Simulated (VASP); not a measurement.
Crystal: GaSb.

```
Ga Sb
1.0
     0.00000    3.05740    3.05740
     3.05740    0.00000    3.05740
     3.05740    3.05740    0.00000
Ga Sb
1 1
Cartesian
  0.0000 3.0574 3.0574
  1.5287 1.5287 1.5287
```

Program: VASP 6.6.1. Alike in all runs: task band structure; potentials or basis VASP PAW PBE potentials, release 64 (Ga_d, Sb); no spin polarisation; cell as given; k mesh 6 × 6 × 6; cutoff (eV) 520; smearing gaussian 0.03 eV.

Q: Order these runs on this cell by their band gap on the k mesh, lowest first.
A. level PBE
B. level HSE06; screening parameter 0.2 1/A
C. level PBE0; exchange at q = 0 truncated

A: A (0.05 eV), B (0.87 eV), C (1.44 eV).

Caveats: spin-orbit coupling is left out, which moves the levels of the heavy elements.

